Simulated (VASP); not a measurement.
Output of a VASP run:

OUTCAR:
```
 ion  position               nearest neighbor table
   1  0.000  0.000  0.000-   2 2.99   2 2.99   2 2.99   2 2.99   2 2.99   2 2.99
   2  0.500  0.500  0.500-   1 2.99   1 2.99   1 2.99   1 2.99   1 2.99   1 2.99
  LATTYP: Found a face centered cubic cell.
 ALAT       =     5.9832000000
 Subroutine PRICEL returns:
 Original cell was already a primitive cell.
 Subroutine GETGRP returns: Found 48 space group operations
The static configuration has the point symmetry O_h .
The dynamic configuration has the point symmetry O_h .
 Subroutine INISYM returns: Found 48 space group operations
 Subroutine IBZKPT returns following result:
 Found     20 irreducible k-points:

 Following reciprocal coordinates:
            Coordinates               Weight
  0.000000  0.000000  0.000000      1.000000
  0.142857  0.000000  0.000000      8.000000
  0.285714  0.000000  0.000000      8.000000
  0.428571  0.000000  0.000000      8.000000
  0.142857  0.142857  0.000000      6.000000
  0.285714  0.142857  0.000000     24.000000
  0.428571  0.142857  0.000000     24.000000
 -0.428571  0.142857  0.000000     24.000000
 -0.285714  0.142857  0.000000     24.000000
 -0.142857  0.142857  0.000000     12.000000
  0.285714  0.285714  0.000000      6.000000
  0.428571  0.285714  0.000000     24.000000
 -0.428571  0.285714  0.000000     24.000000
 -0.285714  0.285714  0.000000     12.000000
  0.428571  0.428571  0.000000      6.000000
 -0.428571  0.428571  0.000000     12.000000
  0.428571  0.285714  0.142857     24.000000
 -0.428571  0.285714  0.142857     48.000000
 -0.428571  0.428571  0.142857     24.000000
 -0.285714  0.428571  0.142857     24.000000
   k-points           NKPTS =     20   k-points in BZ     NKDIM =     20   number of bands    NBANDS=     14
   number of dos      NEDOS =    301   number of ions     NIONS =      2
   total plane-waves  NPLWV =  21952
   dimension x,y,z NGX =    28 NGY =   28 NGZ =   28
   dimension x,y,z NGXF=    56 NGYF=   56 NGZF=   56
   ions per type =               1   1
   PREC   = accura    normal or accurate (medium, high low for compatibility)
   ISTART =      0    job   : 0-new  1-cont  2-samecut
   ICHARG =      2    charge: 1-file 2-atom 10-const
   ISPIN  =      1    spin polarized calculation?
   LNONCOLLINEAR =      F non collinear calculations
   LSORBIT =      F    spin-orbit coupling
   INIWAV =      1    electr: 0-lowe 1-rand  2-diag
   ENCUT  =  400.0 eV  29.40 Ry    5.42 a.u.   6.90  6.90  6.90*2*pi/ulx,y,z
   NELM   =    100;   NELMIN=  2; NELMDL= -5     # of ELM steps
   EDIFF  = 0.1E-05   stopping-criterion for ELM
   LREAL  =      F    real-space projection
   NLSPLINE    = F    spline interpolate recip. space projectors
   LMAXMIX     =    4 max onsite mixed and CHGCAR
   VOSKOWN=      0    Vosko Wilk Nusair interpolation
   EDIFFG = -.1E-01   stopping-criterion for IOM
   NSW    =     60    number of steps for IOM
   NBLOCK =      1;   KBLOCK =     60    inner block; outer block
   IBRION =      2    ionic relax: 0-MD 1-quasi-New 2-CG
   NFREE  =      1    steps in history (QN), initial steepest desc. (CG)
   ISIF   =      3    stress and relaxation
   ISYM   =      2    0-nonsym 1-usesym 2-fastsym
   TEIN   =    0.0    initial temperature
   TEBEG  =    0.0;   TEEND  =   0.0 temperature during run
   SMASS  =  -3.00    Nose mass-parameter (am)
   PSTRESS=    0.0 pullay stress
   NELECT =      20.0000    total number of electrons
   EFERMI =   0.00;   METHOD = LEGACY
   ISMEAR =     0;   SIGMA  =   0.05  broadening in eV -4-tet -1-fermi 0-gaus
   IALGO  =     38    algorithm
   LDIAG  =      T    sub-space diagonalisation (order eigenvalues)
   IMIX   =      4    mixing-type and parameters
     AMIX     =   0.40;   BMIX     =  1.00
     AMIX_MAG =   1.60;   BMIX_MAG =  1.00
     AMIN     =   0.10
   GGA     = PS    functional components
   VOSKOWN =     0    Vosko Wilk Nusair interpolation
   LHFCALC =     F    Hartree Fock is set to
   LHFONE  =     F    Hartree Fock one center treatment
...
```

### OSZICAR
```
       N       E                     dE             d eps       ncg     rms          rms(c)
DAV:   1     0.114181625090E+03    0.11418E+03   -0.86046E+03   566   0.146E+03
DAV:   2     0.954749887645E+00   -0.11323E+03   -0.11073E+03   614   0.340E+02
DAV:   3    -0.791549827969E+01   -0.88702E+01   -0.88037E+01   740   0.896E+01
DAV:   4    -0.814343018731E+01   -0.22793E+00   -0.22789E+00   672   0.161E+01
DAV:   5    -0.815093761883E+01   -0.75074E-02   -0.75073E-02   796   0.251E+00    0.757E+00
DAV:   6    -0.812230832927E+01    0.28629E-01   -0.50371E-02   814   0.255E+00    0.474E+00
DAV:   7    -0.811803810006E+01    0.42702E-02   -0.31563E-02   710   0.168E+00    0.230E-01
DAV:   8    -0.811696097417E+01    0.10771E-02   -0.62949E-03   726   0.915E-01    0.174E-01
DAV:   9    -0.811701446256E+01   -0.53488E-04   -0.34771E-04   662   0.171E-01    0.103E-01
DAV:  10    -0.811701103068E+01    0.34319E-05   -0.15663E-05   772   0.534E-02    0.446E-02
DAV:  11    -0.811701038349E+01    0.64719E-06   -0.31772E-06   606   0.126E-02
   1 F= -.81170104E+01 E0= -.81170104E+01  d E =-.811701E+01
       N       E                     dE             d eps       ncg     rms          rms(c)
DAV:   1    -0.161959720348E+02   -0.80790E+01   -0.23348E+02   686   0.329E+02    0.157E+01
DAV:   2    -0.100811785513E+02    0.61148E+01   -0.10812E+01   626   0.495E+01    0.698E+00
DAV:   3    -0.834727463877E+01    0.17339E+01   -0.60390E+00   846   0.338E+01    0.118E+00
DAV:   4    -0.830731630425E+01    0.39958E-01   -0.10198E-01   586   0.334E+00    0.135E+00
DAV:   5    -0.828295256278E+01    0.24364E-01   -0.12403E-02   782   0.991E-01    0.529E-01
DAV:   6    -0.828038407962E+01    0.25685E-02   -0.67638E-03   686   0.133E+00    0.630E-02
DAV:   7    -0.828037836161E+01    0.57180E-05   -0.17641E-04   800   0.190E-01    0.369E-02
DAV:   8    -0.828037686978E+01    0.14918E-05   -0.16875E-05   632   0.532E-02    0.788E-03
DAV:   9    -0.828037725260E+01   -0.38282E-06   -0.76216E-07   406   0.907E-03
   2 F= -.82803773E+01 E0= -.82803773E+01  d E =-.163367E+00
       N       E                     dE             d eps       ncg     rms          rms(c)
DAV:   1    -0.950466283333E+01   -0.12243E+01   -0.23975E+01   680   0.721E+01    0.633E+00
DAV:   2    -0.855671143939E+01    0.94795E+00   -0.18076E+00   680   0.233E+01    0.257E+00
DAV:   3    -0.834871623049E+01    0.20800E+00   -0.60081E-01   686   0.120E+01    0.562E-01
DAV:   4    -0.834207203068E+01    0.66442E-02   -0.17026E-02   628   0.116E+00    0.504E-01
DAV:   5    -0.833931518285E+01    0.27568E-02   -0.20541E-03   862   0.355E-01    0.156E-01
DAV:   6    -0.833912214656E+01    0.19304E-03   -0.25014E-04   614   0.233E-01    0.171E-02
DAV:   7    -0.833911811222E+01    0.40343E-05   -0.14495E-05   814   0.333E-02    0.928E-03
DAV:   8    -0.833911721140E+01    0.90082E-06   -0.16702E-06   304   0.159E-02
   3 F= -.83391172E+01 E0= -.83391172E+01  d E =-.222107E+00
```

OUTCAR:
```
------------------------ aborting loop because EDIFF is reached ----------------------------------------
  FORCE on cell =-STRESS in cart. coord.  units (eV):
  Direction    XX          YY          ZZ          XY          YZ          ZX
  --------------------------------------------------------------------------------------
  Total        0.0043554      0.0043554      0.0043554      0.0000000      0.0000000     -0.0000000
  in kB        0.1127776      0.1127776      0.1127776      0.0000000      0.0000000     -0.0000000
  external PRESSURE =       0.1127776 kB  Pullay stress =       0.0000000 kB
  volume of cell :       61.88
      direct lattice vectors                 reciprocal lattice vectors
     0.000000000  3.139275407  3.139275407    -0.159272423  0.159272423  0.159272423
     3.139275407  0.000000000  3.139275407     0.159272423 -0.159272423  0.159272423
     3.139275407  3.139275407  0.000000000     0.159272423  0.159272423 -0.159272423
 POSITION                                       TOTAL-FORCE (eV/Angst)
 -----------------------------------------------------------------------------------
      0.00000      0.00000      0.00000        -0.000000      0.000000     -0.000000
      3.13928      3.13928      3.13928         0.000000      0.000000      0.000000
 -----------------------------------------------------------------------------------
    total drift:                               -0.000000      0.000000      0.000000
  FREE ENERGIE OF THE ION-ELECTRON SYSTEM (eV)
  ---------------------------------------------------
  free  energy   TOTEN  =        -8.3391172114 eV

  energy  without entropy=       -8.3391172114  energy(sigma->0) =       -8.33911721

 reached required accuracy - stopping structural energy minimisation
```
(Selected blocks of OUTCAR.)

**POSCAR**
```
SnTe
1
    0.0000000000     2.9916000000     2.9916000000
    2.9916000000     0.0000000000     2.9916000000
    2.9916000000     2.9916000000     0.0000000000
Sn Te
1 1
Direct
  0.0000000000   0.0000000000   0.0000000000
  0.5000000000   0.5000000000   0.5000000000
```

Task: Reconstruct the remaining input files.

Result: One answer among several that fit: the input of the run itself, PBEsol GGA, plane waves, VASP's PBE PAW potentials (set 64).

INCAR:
```
ALGO = Normal
EDIFF = 1E-6
EDIFFG = -0.01
ENCUT = 400
GGA = PS
IBRION = 2
ISIF = 3
ISMEAR = 0
LASPH = T
LCHARG = F
LMAXMIX = 4
LREAL = F
LWAVE = F
NELM = 100
NSW = 60
PREC = Accurate
SIGMA = 0.05
SYSTEM = SnTe
```

**KPOINTS**
```
Automatic mesh
0
Gamma
7 7 7
0 0 0
```

POTCAR, in this order: Sn_d Te (PBE.64 set). Program: vasp_std.

Energy and stress use the plane-wave basis of the starting cell.

The structure was generated: SnTe was put into the rock salt type (Fm-3m), which need not be its known phase. This run relaxes it. Symmetry was kept, so distortions that lower it aren't found.
